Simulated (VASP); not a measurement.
# Ga2Ge2O3 (R-3m) in VASP: further runs

The runs below take Ga2Ge2O3 through relaxation of cell and atoms, with PBE.

All numbers are computed with VASP 6.6.1; they aren't measurements. Logs are shortened: lines on timing, memory, paths and dates and some standing lists are left out, and cuts for length are marked.

### 1 The structure

It takes space group R-3m (No. 166, trigonal). The conventional cell has a = 5.431 Å, b = 5.431 Å, c = 11.813 Å, α = 90.00°, β = 90.00°, γ = 120.00°. Ga (site symmetry 3m) is surrounded by 3 O at 2.06 Å. Ge (site symmetry -3m) is surrounded by 6 O at 2.52 Å. Ge (site symmetry -3m) is surrounded by 2 Ga at 2.60 Å and 6 O at 2.72 Å. O (site symmetry 2/m) has 2 Ga at 2.06 Å as nearest neighbours.

The cell was built by a generator and needn't be a form met in nature.

### 2 Relaxation of cell and atoms, PBE

Contents of INCAR:

```
ALGO     = Fast           # electronic algorithm
EDIFF    = 1E-4           # SCF threshold, eV
EDIFFG   = -0.08          # ionic threshold
ENCUT    = 520            # plane-wave cutoff, eV
GGA      = PE             # functional
IBRION   = 2              # ionic algorithm
ISIF     = 3              # what is computed and relaxed
ISMEAR   = 0              # smearing method
LASPH    = T              # aspherical terms in the spheres
LCHARG   = F              # write CHGCAR
LREAL    = F              # projectors in reciprocal space
LWAVE    = F              # write WAVECAR
NELM     = 60             # most SCF steps
NSW      = 24             # ionic steps
PREC     = Normal         # precision mode
SIGMA    = 0.15           # smearing width, eV
```

Contents of KPOINTS:

```
k-points
0
Gamma
  3 3 3
```

Contents of POSCAR:

```
Ga2Ge2O3
1.0
    2.7156805700      1.5678989100      3.9376939900
   -2.7156805700      1.5678989100      3.9376939900
    0.0000000000     -3.1357978200      3.9376939900
Ga Ge O
2 2 3
Direct
    0.7198590000      0.7198590000      0.7198590000
    0.2801410000      0.2801410000      0.2801410000
    0.0000000000      0.0000000000      0.0000000000
    0.5000000000      0.5000000000      0.5000000000
    0.5000000000      0.0000000000      0.0000000000
    0.0000000000      0.5000000000      0.0000000000
    0.0000000000      0.0000000000      0.5000000000
```

Potentials or basis: VASP PAW PBE potentials, release 64 (Ga_d, Ge_d, O).

Command:

```sh
cat potpaw_PBE.64/Ga_d/POTCAR potpaw_PBE.64/Ge_d/POTCAR potpaw_PBE.64/O/POTCAR > POTCAR
mpirun -np 4 vasp_std > vasp.out
```

OUTCAR:

```text
EDIFF = 1E-4
   EDIFFG = -0.08
   ENCUT = 520
   GGA = PE
   IBRION = 2
   ISIF = 3
   ISMEAR = 0
   LASPH = T
   LREAL = F
   NELM = 60
   NSW = 24
   PREC = Normal

 ion  position               nearest neighbor table
   1  0.720  0.720  0.720-   5 2.06   6 2.06   7 2.06   4 2.60
   2  0.280  0.280  0.280-   5 2.06   6 2.06   7 2.06   4 2.60
   3  0.000  0.000  0.000-
   4  0.500  0.500  0.500-   1 2.60   2 2.60
   5  0.500  0.000  0.000-   1 2.06   2 2.06
   6  0.000  0.500  0.000-   1 2.06   2 2.06
   7  0.000  0.000  0.500-   1 2.06   2 2.06

  LATTYP: Found a trigonal (rhomboedric) cell.
 ALAT       =     5.0337522693
 COS(alpha) =     0.4178918378

  Lattice vectors:

 A1 = (   2.7156805700,   1.5678989100,   3.9376939900)
 A2 = (  -2.7156805700,   1.5678989100,   3.9376939900)
 A3 = (   0.0000000000,  -3.1357978200,   3.9376939900)

Analysis of symmetry for initial positions (statically):
=====================================================================
 Subroutine PRICEL returns:
 Original cell was already a primitive cell.

 Routine SETGRP: Setting up the symmetry group for a
 trigonal (rhombohedral) supercell.

 Subroutine GETGRP returns: Found 12 space group operations
 (whereof 12 operations were pure point group operations)
 out of a pool of 12 trial point group operations.

The static configuration has the point symmetry D_3d.

Analysis of symmetry for dynamics (positions and initial velocities):
=====================================================================
 Subroutine PRICEL returns:
 Original cell was already a primitive cell.

 Routine SETGRP: Setting up the symmetry group for a
 trigonal (rhombohedral) supercell.

 Subroutine GETGRP returns: Found 12 space group operations
 (whereof 12 operations were pure point group operations)
 out of a pool of 12 trial point group operations.

The dynamic configuration has the point symmetry D_3d.

 Subroutine INISYM returns: Found 12 space group operations
 (whereof 12 operations are pure point group operations),
 and found     1 'primitive' translations

----------------------------------------------------------------------------------------

                                     Primitive cell

  volume of cell :     100.5981

  direct lattice vectors                    reciprocal lattice vectors
     2.715680570  1.567898910  3.937693990     0.184115910  0.106299370  0.084651914
    -2.715680570  1.567898910  3.937693990    -0.184115910  0.106299370  0.084651914
     0.000000000 -3.135797820  3.937693990     0.000000000 -0.212598740  0.084651914

[... 67 lines left out ...]
   ICHARG =      2    charge: 1-file 2-atom 10-const
   ISPIN  =      1    spin polarized calculation?
   LNONCOLLINEAR =      F non collinear calculations
   LSORBIT =      F    spin-orbit coupling
   LASPH  =      T    aspherical Exc in radial PAW
   ENCUT  =  520.0 eV  38.22 Ry    6.18 a.u.   9.36  9.36  9.36*2*pi/ulx,y,z
   NELM   =     60;   NELMIN=  2; NELMDL= -5     # of ELM steps
   EDIFF  = 0.1E-03   stopping-criterion for ELM
   LREAL  =      F    real-space projection
   EDIFFG = -.8E-01   stopping-criterion for IOM
   NSW    =     24    number of steps for IOM
   IBRION =      2    ionic relax: 0-MD 1-quasi-New 2-CG
   NFREE  =      1    steps in history (QN), initial steepest desc. (CG)
   ISIF   =      3    stress and relaxation
   ISYM   =      2    0-nonsym 1-usesym 2-fastsym
   POTIM  = 0.5000    time-step for ionic-motion
   TEBEG  =    0.0;   TEEND  =   0.0 temperature during run
   PSTRESS=    0.0 pullay stress
   NELECT =      72.0000    total number of electrons
   NUPDOWN=      -1.0000    fix difference up-down
   EMIN   =  10.00;   EMAX   =-10.00  energy-range for DOS
   EFERMI =   0.00;   METHOD = LEGACY
   ISMEAR =     0;   SIGMA  =   0.15  broadening in eV -4-tet -1-fermi 0-gaus
   EFERMI_NEDOS =   21; number of points for ismear=-14 and -15
   IALGO  =     68    algorithm
   IMIX   =      4    mixing-type and parameters
     AMIX     =   0.40;   BMIX     =  1.00
     AMIX_MAG =   1.60;   BMIX_MAG =  1.00
  volume/ion in A,a.u.               =      14.37        96.98
  Fermi-wavevector in a.u.,A,eV,Ry     =   1.464386  2.767289 29.176707  2.144427
  Thomas-Fermi vector in A             =   2.580369
   LORBIT       =      0    0 simple, 1 ext, 2 COOP (PROOUT), +10 PAW based schemes
   GGA     = PE    functional components
   LHFCALC =     F    Hartree Fock is set to
   AEXX    =    0.0000 exact exchange contribution
   IVDW    =     0    specifies the selected vdW correction
   LEPSILON=     F    determine dielectric tensor
   LRPA    =     F    only Hartree local field effects (RPA)
 conjugate gradient relaxation of ions
 non-spin polarized calculation
 RMM-DIIS sequential band-by-band and
 Gauss-broadening in eV      SIGMA  =   0.15
  energy-cutoff  :      520.00
  volume of cell :      100.60
 maximum number of plane-waves:      2723
   NGX = 19   NGY = 19   NGZ = 19

--------------------------------------- Ionic step        1  -------------------------------------------

 number of electron      71.9999990 magnetization

 Free energy of the ion-electron system (eV)
  ---------------------------------------------------
  ext. energy  EPLUGINS =         0.00000000
  ---------------------------------------------------
  free energy    TOTEN  =       -33.53633896 eV

  energy without entropy =      -33.50110908  energy(sigma->0) =      -33.51872402

------------------------ aborting loop because EDIFF is reached ----------------------------------------

  FORCE on cell =-STRESS in cart. coord.  units (eV):
  Direction    XX          YY          ZZ          XY          YZ          ZX
  --------------------------------------------------------------------------------------
  -------------------------------------------------------------------------------------
  Total       -0.8034639     -0.8034639     -3.4943429      0.0000000      0.0000000      0.0000000
  in kB      -12.7963758    -12.7963759    -55.6526875      0.0000000      0.0000000      0.0000000
  external PRESSURE =     -27.0818131 kB  Pullay stress =       0.0000000 kB
[... 151 lines left out ...]
--------------------------------------- Ionic step        5  -------------------------------------------

 number of electron      71.9999998 magnetization

 Free energy of the ion-electron system (eV)
  ---------------------------------------------------
  ext. energy  EPLUGINS =         0.00000000
  ---------------------------------------------------
  free energy    TOTEN  =       -34.15971086 eV

  energy without entropy =      -34.11477266  energy(sigma->0) =      -34.13724176

 E-fermi :   5.5676     XC(G=0): -10.8316

 val. band max:        5.5524801405   @ k =   0.3333   0.3333  -0.0000
 cond. band min:       5.7008505211   @ k =  -0.3333   0.3333   0.3333
 fundamental gap:      0.1483703806
 Fermi energy:         5.5675832330

 k-point     1 :       0.0000    0.0000    0.0000
  band No.  band energies     occupation
      1     -20.2560      2.00000
      2     -20.2560      2.00000
      3     -20.2293      2.00000
      4     -20.2196      2.00000
      5     -20.2196      2.00000
      6     -20.2189      2.00000
[... 305 lines left out ...]
  FREE ENERGIE OF THE ION-ELECTRON SYSTEM (eV)
  ---------------------------------------------------
  free  energy   TOTEN  =       -34.1597108631 eV

  energy  without entropy=      -34.1147726569  energy(sigma->0) =      -34.13724176

 reached required accuracy - stopping structural energy minimisation
```

OSZICAR:

```text
N       E                     dE             d eps       ncg     rms          rms(c)
DAV:   1     0.834534761396E+03    0.83453E+03   -0.34327E+04   636   0.383E+03
DAV:   2     0.154203910596E+03   -0.68033E+03   -0.65672E+03   528   0.925E+02
DAV:   3    -0.223390633141E+02   -0.17654E+03   -0.17021E+03   600   0.258E+02
[... 44 lines left out ...]
RMM:   2    -0.341826587087E+02    0.98286E-01   -0.32751E-01   649   0.453E+00    0.943E-01
RMM:   3    -0.341645788172E+02    0.18080E-01   -0.62854E-02   697   0.207E+00    0.450E-01
RMM:   4    -0.341599655989E+02    0.46132E-02   -0.22581E-02   753   0.956E-01    0.101E-01
RMM:   5    -0.341597061052E+02    0.25949E-03   -0.37337E-03   767   0.438E-01    0.537E-02
RMM:   6    -0.341597108631E+02   -0.47579E-05   -0.95766E-04   629   0.234E-01
   5 F= -.34159711E+02 E0= -.34137242E+02  d E =-.136486E+00
```

CONTCAR:

```text
Ga2Ge2O3
   1.00000000000000
     2.7616198029198071    1.5944219385862555    3.9310393963582242
    -2.7616198029198071    1.5944219385862555    3.9310393963582242
     0.0000000000000000   -3.1888438771725109    3.9310393963582242
  Ga              Ge              O
     2     2     3
Direct
     0.7387445869435934    0.7387445869435934    0.7387445869435934
     0.2612554130564066    0.2612554130564066    0.2612554130564066
     0.0000000000000000    0.0000000000000000    0.0000000000000000
     0.5000000000000000    0.5000000000000000    0.5000000000000000
     0.5000000000000000    0.0000000000000000    0.0000000000000000
     0.0000000000000000    0.5000000000000000    0.0000000000000000
     0.0000000000000000    0.0000000000000000    0.5000000000000000

  0.00000000E+00  0.00000000E+00  0.00000000E+00
  0.00000000E+00  0.00000000E+00  0.00000000E+00
  0.00000000E+00  0.00000000E+00  0.00000000E+00
  0.00000000E+00  0.00000000E+00  0.00000000E+00
  0.00000000E+00  0.00000000E+00  0.00000000E+00
  0.00000000E+00  0.00000000E+00  0.00000000E+00
  0.00000000E+00  0.00000000E+00  0.00000000E+00
```

Wall time 15 s (4 MPI ranks of Intel Xeon Platinum 8488C (Sapphire Rapids), shared host); peak memory 0.12 GiB.

What came out:

- Free energy: -34.1597 eV
- Relaxed volume: 14.84 Å³/atom
- Relaxed cell: a = 5.062 Å, b = 5.062 Å, c = 5.062 Å, α = 66.13°, β = 66.13°, γ = 66.13°
- Space group after relaxing (to 0.05 Å): R-3m (No. 166)
- Energy gained by relaxing: 89.1 meV/atom
- Ionic steps: 5
- Pressure after relaxing: 0.1 GPa
- Largest force after relaxing: 0.068 eV/Å
- Band gap on the k mesh: none (metal or under the smearing width)

Forces on the atoms (eV/Å):
```
Ga   0.000  0.000 -0.068
Ga   0.000  0.000  0.068
Ge   0.000  0.000  0.000
Ge   0.000  0.000  0.000
O    0.000  0.000  0.000
O    0.000  0.000  0.000
O    0.000  0.000  0.000
```

Stress tensor (GPa, compression positive):
```
-0.04  0.00  0.00
 0.00 -0.04  0.00
 0.00  0.00  0.50
```

Step by step:
| step | energy change (eV) | largest force (eV/Å) | pressure (GPa) | volume (Å³) |
| --- | --- | --- | --- | --- |
| 1 | 0.0000 | 2.8223 | -2.71 | 100.60 |
| 2 | -0.4841 | 0.6180 | 4.14 | 97.09 |
| 3 | -0.4869 | 0.3985 | 5.34 | 96.82 |
| 4 | -0.6177 | 0.0292 | 0.93 | 102.47 |
| 5 | -0.6234 | 0.0683 | 0.14 | 103.85 |

Final structure:
```
Ga Ge O
1.0
     2.76162    1.59442    3.93104
    -2.76162    1.59442    3.93104
     0.00000   -3.18884    3.93104
Ga Ge O
2 2 3
Direct
  0.73874 0.73874 0.73874
  0.26126 0.26126 0.26126
  0.00000 0.00000 0.00000
  0.50000 0.50000 0.50000
  0.50000 0.00000 0.00000
  0.00000 0.50000 0.00000
  0.00000 0.00000 0.50000
```

Levels at points of the mesh, in eV from the Fermi level:
| k point | band 32 | band 33 | band 34 | band 35 | band 36 | band 37 | band 38 | band 39 | band 40 | band 41 |
| --- | --- | --- | --- | --- | --- | --- | --- | --- | --- | --- |
| (0.00, 0.00, 0.00) | -2.95 | -2.95 | -2.62 | -2.38 | -2.22 | 1.15 | 1.15 | 1.86 | 1.86 | 3.35 |

Caveat: the k mesh is coarse (spacing up to 0.48 Å⁻¹), so the values aren't converged; the relaxation stopped at a loose force limit of 0.08 eV/Å, so its end isn't a converged minimum.

(Continued in part 2 of 2.)
